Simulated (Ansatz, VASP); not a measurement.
**AgF: VASP beside Ansatz**

One calculation is typed for both programs; each brings its own data sets. How far apart do they land? The cell is generated by rule, not measured, and may not be a known phase. The cell is taken from a series of runs on this material, whose earlier steps may have relaxed, scaled, displaced or heated it; both programs get it as it stands.

Method: plane waves, with VASP 6.6.1 beside it; zone-centre phonons at LDA, in Ansatz 0.2.0.

The structure was built from a prototype and need not be the compound's stable phase.

## 1. Set-up

Symmetry: P6_3/mmc, No. 194, hexagonal system. The conventional cell has a = 4.014 Å, b = 4.014 Å, c = 4.709 Å, α = 90.00°, β = 90.00°, γ = 120.00°. Nearest to Ag lie 5 F at 2.32 to 2.35 Å. Nearest to F lie 5 Ag at 2.32 to 2.35 Å. Farther neighbours and most contacts between anions are not listed.

As a file:

```xyz
4
Lattice="4.0139 0.0000 0.0000 -2.0070 3.4761 0.0000 0.0000 0.0000 4.7092" Properties=species:S:1:pos:R:3 pbc="T T T"
Ag    0.0000    2.3174    4.4149
Ag    2.0069    1.1587    2.0603
F     0.0000    2.3174    2.0603
F     2.0069    1.1587    4.4149
```

## 2. VASP: zone-centre phonons, LDA

Second derivatives magnify differences that forces hide, and they need a tight electronic threshold.

Lines of VASP's logs that name or quote its potential files are left out, and so is its time.

Contents of INCAR:

```
SYSTEM = AgF
PREC = Accurate
ENCUT = 600
EDIFF = 1E-08
NELM = 120
ISMEAR = 1
SIGMA = 0.15
LREAL = .FALSE.
ALGO = Normal
GGA = CA
NBANDS = 24
LASPH = .TRUE.
LORBIT = 11
LWAVE = .FALSE.
LCHARG = .FALSE.
ISIF = 2
IBRION = 8
GGA_COMPAT = .FALSE.
KPAR = 2
```

Contents of POSCAR:

```
AgF
1.0
    4.0138959602      0.0000030438      0.0000000000
   -2.0069506161      3.4761343478      0.0000000000
    0.0000000000      0.0000000000      4.7092382587
Ag F
2 2
Direct
    0.3333333333      0.6666666667      0.9375000000
    0.6666666667      0.3333333333      0.4375000000
    0.3333333333      0.6666666667      0.4375000000
    0.6666666667      0.3333333333      0.9375000000
```

Contents of KPOINTS:

```
Automatic mesh
0
Gamma
12 12 8
0 0 0
```

Potentials, in the order of the species: Ag and F (LDA family, release 64).

On the command line:

```console
> mpirun -np 2 vasp_std
```

Numbers of over 12 decimals in the logs are rounded to 6 here.

What it wrote:

```text
[banner, memory and clock lines left out]
running    2 mpi-ranks, on    1 nodes
 distrk:  each k-point on    1 cores,    2 groups
 distr:  one band on    1 cores,    1 groups

 POSCAR found type information on POSCAR AgF
 POSCAR found :  2 types and       4 ions
 LDA part: xc-table for (Slater(with rela. corr.)+CA(PZ))
 , standard interpolation
 POSCAR, INCAR and KPOINTS ok, starting setup
 FFT: planning ... GRIDC
 FFT: planning ... GRID_SOFT
 FFT: planning ... GRID
 WAVECAR not read
 entering main loop
       N       E                     dE             d eps       ncg     rms          rms(c)
DAV:   1     0.278708770048E+03    0.27871E+03   -0.21239E+04  4560   0.163E+03
DAV:   2    -0.304733740927E+01   -0.28176E+03   -0.26926E+03  5232   0.366E+02
DAV:   3    -0.164771693597E+02   -0.13430E+02   -0.13370E+02  5080   0.840E+01
DAV:   4    -0.165581375899E+02   -0.80968E-01   -0.80960E-01  5064   0.686E+00
DAV:   5    -0.165586551085E+02   -0.51752E-03   -0.51751E-03  5264   0.541E-01    0.935E+00
DAV:   6    -0.152454793196E+02    0.13132E+01   -0.48416E+00  5360   0.223E+01    0.648E+00
DAV:   7    -0.151848453371E+02    0.60634E-01   -0.49905E-01  4608   0.782E+00    0.428E+00
DAV:   8    -0.151633478341E+02    0.21498E-01   -0.20657E-01  4824   0.369E+00    0.111E+00
DAV:   9    -0.151535061397E+02    0.98417E-02   -0.29846E-02  5136   0.176E+00    0.123E-01
DAV:  10    -0.151537439129E+02   -0.23777E-03   -0.24834E-03  4648   0.424E-01    0.108E-01
DAV:  11    -0.151537608863E+02   -0.16973E-04   -0.38647E-05  5016   0.479E-02    0.455E-02
DAV:  12    -0.151537533683E+02    0.75180E-05   -0.14432E-05  4944   0.403E-02    0.210E-02
DAV:  13    -0.151537525403E+02    0.82805E-06   -0.39344E-06  4888   0.155E-02    0.470E-03
DAV:  14    -0.151537525241E+02    0.16154E-07   -0.37569E-07  5128   0.575E-03    0.113E-03
DAV:  15    -0.151537525220E+02    0.20973E-08   -0.21253E-08  3448   0.140E-03
   1 F= -.15153753E+02 E0= -.15154741E+02  d E =0.296506E-02
 Linear response reoptimize wavefunctions to high precision
DAV:   1    -0.151537525180E+02    0.40081E-08   -0.12046E-08  4200   0.979E-04
DAV:   2    -0.151537525180E+02   -0.68212E-11   -0.37561E-10  2512   0.167E-04
 Linear response DOF=           4
 Linear response progress:
  Degree of freedom:   1/  4
       N       E                     dE             d eps       ncg     rms          rms(c)
RMM:   1    -0.310771127196E+00   -0.31077E+00   -0.22379E-01 29451   0.312E+00
RMM:   2    -0.305427034001E+00    0.53441E-02   -0.50640E-03 26840   0.444E-01    0.125E-01
RMM:   3    -0.305208966076E+00    0.21807E-03   -0.15337E-04 28569   0.723E-02    0.720E-02
RMM:   4    -0.305074821526E+00    0.13414E-03   -0.30293E-05 29111   0.345E-02    0.851E-03
RMM:   5    -0.305076660103E+00   -0.18386E-05   -0.76055E-08 29185   0.360E-03    0.199E-03
RMM:   6    -0.305088153550E+00   -0.11493E-04    0.28501E-07 28959   0.214E-03    0.319E-04
RMM:   7    -0.305089850272E+00   -0.16967E-05   -0.10139E-07 29598   0.338E-04    0.196E-04
RMM:   8    -0.305091997649E+00   -0.21474E-05   -0.46004E-08 29601   0.189E-04    0.330E-05
RMM:   9    -0.305091936803E+00    0.60846E-07   -0.41908E-09 29317   0.519E-05    0.147E-05
RMM:  10    -0.305091867615E+00    0.69188E-07   -0.25525E-08 29908   0.253E-05    0.710E-06
RMM:  11    -0.305091797278E+00    0.70337E-07   -0.13570E-08 29173   0.202E-05    0.131E-06
RMM:  12    -0.305091801640E+00   -0.43622E-08   -0.12878E-08 20208   0.138E-05    0.362E-07
 first order change of Fermi-energy   0.45894E-04
 force on displaced ion       1 direction 1 :  -2.844  -0.000   0.000
 Linear response progress:
  Degree of freedom:   2/  4
       N       E                     dE             d eps       ncg     rms          rms(c)
RMM:   1    -0.316928561579E+00   -0.31693E+00   -0.22842E-01 10435   0.309E+00
RMM:   2    -0.310042079069E+00    0.68865E-02   -0.52051E-03  9409   0.446E-01    0.565E-02
RMM:   3    -0.309799793541E+00    0.24229E-03   -0.13209E-04  9924   0.663E-02    0.289E-02
RMM:   4    -0.309634315497E+00    0.16548E-03   -0.22275E-05 10113   0.286E-02    0.513E-03
RMM:   5    -0.309624822625E+00    0.94929E-05   -0.68982E-07 10349   0.468E-03    0.166E-03
RMM:   6    -0.309640453634E+00   -0.15631E-04   -0.22705E-08 10248   0.160E-03    0.272E-04
RMM:   7    -0.309642335250E+00   -0.18816E-05   -0.42159E-08 10478   0.261E-04    0.142E-04
RMM:   8    -0.309644211773E+00   -0.18765E-05   -0.34909E-08 10473   0.139E-04    0.183E-05
RMM:   9    -0.309644268910E+00   -0.57138E-07   -0.45998E-09 10405   0.249E-05    0.102E-05
RMM:  10    -0.309644146903E+00    0.12201E-06   -0.28585E-09 10224   0.183E-05    0.216E-06
RMM:  11    -0.309644124369E+00    0.22534E-07   -0.84245E-09  8741   0.802E-06    0.947E-07
RMM:  12    -0.309644128007E+00   -0.36387E-08   -0.22947E-09  6662   0.593E-06    0.419E-07
 first order change of Fermi-energy   0.25263E-03
 force on displaced ion       1 direction 3 :  -0.000   0.000  -4.485
 Linear response progress:
  Degree of freedom:   3/  4
       N       E                     dE             d eps       ncg     rms          rms(c)
RMM:   1    -0.526550638585E+00   -0.52655E+00    0.77480E-01 35404   0.424E+00
RMM:   2    -0.525464054734E+00    0.10866E-02   -0.44617E-03 26719   0.496E-01    0.129E-01
RMM:   3    -0.526222952803E+00   -0.75890E-03   -0.22731E-04 26350   0.951E-02    0.735E-02
RMM:   4    -0.527103501534E+00   -0.88055E-03   -0.78460E-05 25721   0.519E-02    0.893E-03
RMM:   5    -0.527137779754E+00   -0.34278E-04   -0.21688E-06 28541   0.918E-03    0.241E-03
RMM:   6    -0.527101616544E+00    0.36163E-04   -0.16393E-07 26504   0.285E-03    0.771E-04
RMM:   7    -0.527101027841E+00    0.58870E-06   -0.13855E-08 29384   0.700E-04    0.402E-04
RMM:   8    -0.527100880823E+00    0.14702E-06   -0.72221E-09 29483   0.304E-04    0.110E-04
RMM:   9    -0.527100338592E+00    0.54223E-06    0.23343E-09 29633   0.772E-05    0.318E-05
RMM:  10    -0.527100227665E+00    0.11093E-06   -0.25832E-09 29743   0.325E-05    0.126E-05
RMM:  11    -0.527100245895E+00   -0.18230E-07    0.13887E-08 29767   0.216E-05    0.220E-06
RMM:  12    -0.527100246769E+00   -0.87451E-09    0.12775E-08 24701   0.126E-05    0.856E-07
 first order change of Fermi-energy  -0.48151E-04
 force on displaced ion       3 direction 1 :  -2.624   0.001   0.000
 Linear response progress:
  Degree of freedom:   4/  4
       N       E                     dE             d eps       ncg     rms          rms(c)
RMM:   1    -0.530487378170E+00   -0.53049E+00    0.81749E-01 12134   0.420E+00
RMM:   2    -0.530489701503E+00   -0.23233E-05   -0.44848E-03  9431   0.479E-01    0.625E-02
RMM:   3    -0.531271314579E+00   -0.78161E-03   -0.27270E-04  9042   0.996E-02    0.335E-02
RMM:   4    -0.532035446842E+00   -0.76413E-03   -0.88228E-05  8955   0.508E-02    0.847E-03
RMM:   5    -0.532158234534E+00   -0.12279E-03   -0.17182E-06 10089   0.113E-02    0.143E-03
RMM:   6    -0.532123828642E+00    0.34406E-04    0.14803E-07  9459   0.243E-03    0.510E-04
RMM:   7    -0.532122789729E+00    0.10389E-05   -0.15403E-07 10207   0.581E-04    0.103E-04
RMM:   8    -0.532122955012E+00   -0.16528E-06   -0.35822E-08 10136   0.108E-04    0.304E-05
RMM:   9    -0.532122719698E+00    0.23531E-06    0.67492E-09 10247   0.407E-05    0.683E-06
RMM:  10    -0.532122690977E+00    0.28722E-07   -0.26363E-09 10484   0.159E-05    0.343E-06
RMM:  11    -0.532122697808E+00   -0.68315E-08   -0.54687E-09  8697   0.107E-05    0.805E-07
 first order change of Fermi-energy  -0.20758E-03
 force on displaced ion       3 direction 3 :   0.000   0.000  -4.088
 Linear response finished
```

OUTCAR, selected parts (step 2):

```text
ion  position               nearest neighbor table
   1  0.333  0.667  0.938-   4 2.32   4 2.32   4 2.32   3 2.35   3 2.35   2 3.30   2 3.30   2 3.30
                             2 3.30   2 3.30   2 3.30
   2  0.667  0.333  0.438-   3 2.32   3 2.32   3 2.32   4 2.35   4 2.35   1 3.30   1 3.30   1 3.30
                             1 3.30   1 3.30   1 3.30
   3  0.333  0.667  0.438-   2 2.32   2 2.32   2 2.32   1 2.35   1 2.35
   4  0.667  0.333  0.938-   1 2.32   1 2.32   1 2.32   2 2.35   2 2.35

  LATTYP: Found a hexagonal cell.
 ALAT       =     4.0138959602
 C/A-ratio  =     1.1732337623

 Subroutine GETGRP returns: Found 24 space group operations
 (whereof  6 operations were pure point group operations)

The static configuration has the point symmetry C_3v.
 The point group associated with its full space group is D_6h.

 Found     95 irreducible k-points:

   k-points           NKPTS =     95   k-points in BZ     NKDIM =     95   number of bands    NBANDS=     24

   dimension x,y,z NGX =    32 NGY =   32 NGZ =   40
   dimension x,y,z NGXF=    64 NGYF=   64 NGZF=   80

   ENCUT  =  600.0 eV  44.10 Ry    6.64 a.u.   8.02  8.02  9.41*2*pi/ulx,y,z

   NELECT =      36.0000    total number of electrons

 k-points in reciprocal lattice and weights: Automatic mesh
   0.00000000  0.00000000  0.00000000       0.001
   0.08333333  0.00000000  0.00000000       0.005
   0.16666667  0.00000000  0.00000000       0.005
   0.25000000  0.00000000  0.00000000       0.005
   0.33333333  0.00000000  0.00000000       0.005
   0.41666667  0.00000000  0.00000000       0.005
   0.50000000  0.00000000  0.00000000       0.003
   0.08333333  0.08333333  0.00000000       0.005
   0.16666667  0.08333333  0.00000000       0.010
[...]
0.33333333  0.25000000  0.50000000       0.010
   0.33333333  0.33333333  0.50000000       0.002

 average (electrostatic) potential at core
       1 -74.2227       2 -74.2227       3 -76.3245       4 -76.3245

  Total       -0.0658826     -0.0658826     -0.0749589     -0.0000000      0.0000000      0.0000000
  in kB       -1.6064517     -1.6064517     -1.8277634     -0.0000000      0.0000000      0.0000000
  external PRESSURE =      -1.6802222 kB  Pullay stress =       0.0000000 kB

  energy-cutoff  :      600.00
  volume of cell :       65.71
      direct lattice vectors                 reciprocal lattice vectors
     4.013895960  0.000003044  0.000000000     0.249134400  0.143838065  0.000000000
    -2.006950616  3.476134348  0.000000000    -0.000000218  0.287675752  0.000000000
     0.000000000  0.000000000  4.709238259     0.000000000  0.000000000  0.212348568

 POSITION                                       TOTAL-FORCE (eV/Angst)
 -----------------------------------------------------------------------------------
     -0.00000      2.31742      4.41491        -0.000000      0.000000      0.000000
      2.00695      1.15871      2.06029         0.000000      0.000000      0.000000
     -0.00000      2.31742      2.06029        -0.000000     -0.000000     -0.000000
      2.00695      1.15871      4.41491         0.000000     -0.000000     -0.000000
 -----------------------------------------------------------------------------------
    total drift:                               -0.000000      0.000000      0.000000

 Eigenvectors and eigenvalues of the dynamical matrix
 ----------------------------------------------------

   1 f  =    8.573378 THz    53.868124 2PiTHz  285.977116 cm-1    35.456627 meV
             X         Y         Z           dx          dy          dz
     -0.000002  2.317424  4.414911    -0.000000   -0.000000    0.305432
      2.006947  1.158713  2.060292     0.000000    0.000000   -0.305432
     -0.000002  2.317424  2.060292    -0.000000    0.000000   -0.637739
      2.006947  1.158713  4.414911     0.000000   -0.000000    0.637739

   2 f  =    7.328022 THz    46.043320 2PiTHz  244.436500 cm-1    30.306250 meV
             X         Y         Z           dx          dy          dz
     -0.000002  2.317424  4.414911    -0.000000    0.000000    0.272799
      2.006947  1.158713  2.060292     0.000000   -0.000000    0.272799
     -0.000002  2.317424  2.060292    -0.000000    0.000000   -0.652365
      2.006947  1.158713  4.414911     0.000000   -0.000000   -0.652365

   3 f  =    6.815616 THz    42.823781 2PiTHz  227.344494 cm-1    28.187112 meV
             X         Y         Z           dx          dy          dz
     -0.000002  2.317424  4.414911     0.059084    0.289451   -0.000000
      2.006947  1.158713  2.060292    -0.059084   -0.289451    0.000000
     -0.000002  2.317424  2.060292     0.128487    0.629459   -0.000000
      2.006947  1.158713  4.414911    -0.128487   -0.629459    0.000000

   4 f  =    6.815616 THz    42.823781 2PiTHz  227.344494 cm-1    28.187112 meV
             X         Y         Z           dx          dy          dz
     -0.000002  2.317424  4.414911     0.289451   -0.059084    0.000000
      2.006947  1.158713  2.060292    -0.289451    0.059084   -0.000000
     -0.000002  2.317424  2.060292     0.629459   -0.128487   -0.000000
      2.006947  1.158713  4.414911    -0.629459    0.128487   -0.000000

   5 f  =    5.868297 THz    36.871598 2PiTHz  195.745322 cm-1    24.269316 meV
             X         Y         Z           dx          dy          dz
     -0.000002  2.317424  4.414911     0.054895    0.268943    0.000000
      2.006947  1.158713  2.060292     0.054895    0.268943    0.000000
     -0.000002  2.317424  2.060292    -0.130324   -0.638492   -0.000000
      2.006947  1.158713  4.414911    -0.130324   -0.638492    0.000000

   6 f  =    5.868297 THz    36.871598 2PiTHz  195.745322 cm-1    24.269316 meV
             X         Y         Z           dx          dy          dz
     -0.000002  2.317424  4.414911     0.268943   -0.054895    0.000000
      2.006947  1.158713  2.060292     0.268943   -0.054895   -0.000000
     -0.000002  2.317424  2.060292    -0.638492    0.130324   -0.000000
      2.006947  1.158713  4.414911    -0.638492    0.130324   -0.000000

   7 f/i=    0.007711 THz     0.048451 2PiTHz    0.257219 cm-1     0.031891 meV
             X         Y         Z           dx          dy          dz
     -0.000002  2.317424  4.414911    -0.005397    0.651634    0.000000
      2.006947  1.158713  2.060292    -0.005397    0.651634    0.000000
     -0.000002  2.317424  2.060292    -0.002273    0.274479    0.000000
      2.006947  1.158713  4.414911    -0.002273    0.274479    0.000000

   8 f/i=    0.007711 THz     0.048451 2PiTHz    0.257219 cm-1     0.031891 meV
             X         Y         Z           dx          dy          dz
     -0.000002  2.317424  4.414911    -0.651634   -0.005397    0.000000
      2.006947  1.158713  2.060292    -0.651634   -0.005397    0.000000
     -0.000002  2.317424  2.060292    -0.274479   -0.002273    0.000000
      2.006947  1.158713  4.414911    -0.274479   -0.002273    0.000000

   9 f/i=    0.009354 THz     0.058775 2PiTHz    0.312024 cm-1     0.038686 meV
             X         Y         Z           dx          dy          dz
     -0.000002  2.317424  4.414911     0.000000   -0.000000    0.652365
      2.006947  1.158713  2.060292     0.000000   -0.000000    0.652365
     -0.000002  2.317424  2.060292     0.000000   -0.000000    0.272799
      2.006947  1.158713  4.414911     0.000000   -0.000000    0.272799

  10 f/i=    0.706034 THz     4.436144 2PiTHz   23.550767 cm-1     2.919922 meV
             X         Y         Z           dx          dy          dz
     -0.000002  2.317424  4.414911     0.629402   -0.128763   -0.000000
      2.006947  1.158713  2.060292    -0.629402    0.128763    0.000000
     -0.000002  2.317424  2.060292    -0.289425    0.059211   -0.000000
      2.006947  1.158713  4.414911     0.289425   -0.059211    0.000000

  11 f/i=    0.706034 THz     4.436144 2PiTHz   23.550767 cm-1     2.919922 meV
             X         Y         Z           dx          dy          dz
     -0.000002  2.317424  4.414911     0.128763    0.629402    0.000000
      2.006947  1.158713  2.060292    -0.128763   -0.629402   -0.000000
     -0.000002  2.317424  2.060292    -0.059211   -0.289425    0.000000
      2.006947  1.158713  4.414911     0.059211    0.289425   -0.000000

  12 f/i=    1.304136 THz     8.194128 2PiTHz   43.501292 cm-1     5.393470 meV
             X         Y         Z           dx          dy          dz
     -0.000002  2.317424  4.414911     0.000000   -0.000000    0.637739
      2.006947  1.158713  2.060292     0.000000    0.000000   -0.637739
     -0.000002  2.317424  2.060292     0.000000    0.000000    0.305432
      2.006947  1.158713  4.414911     0.000000   -0.000000   -0.305432

 ELASTIC MODULI CONTR FROM IONIC RELAXATION (kBar)
 Direction    XX          YY          ZZ          XY          YZ          ZX
 --------------------------------------------------------------------------------
 XX        -381.8231    381.8231      0.0000     -0.0000     -0.0000      0.0000
 YY         381.8231   -381.8231     -0.0000     -0.0000      0.0000     -0.0000
 ZZ           0.0000     -0.0000     -0.0000     -0.0000     -0.0000     -0.0000
 XY          -0.0000     -0.0000     -0.0000   -381.8231     -0.0000     -0.0000
 YZ          -0.0000      0.0000     -0.0000     -0.0000     -0.0000     -0.0000
 ZX           0.0000     -0.0000     -0.0000     -0.0000     -0.0000     -0.0000
 --------------------------------------------------------------------------------
```

(Continued in part 2 of 2.)

[Lines on the potential files, build, host, timing and source positions are cut from VASP's logs without a mark.]

[Logs are printed without paths, hosts, clocks, repeated set-up lines and the standing remarks that a program may print on its own settings, such as how far it seeks lower states.]

[Hosts, paths, dates, database ids (printed as entryN), source tags and the programs' standing remarks are cut or masked in the printed files.]
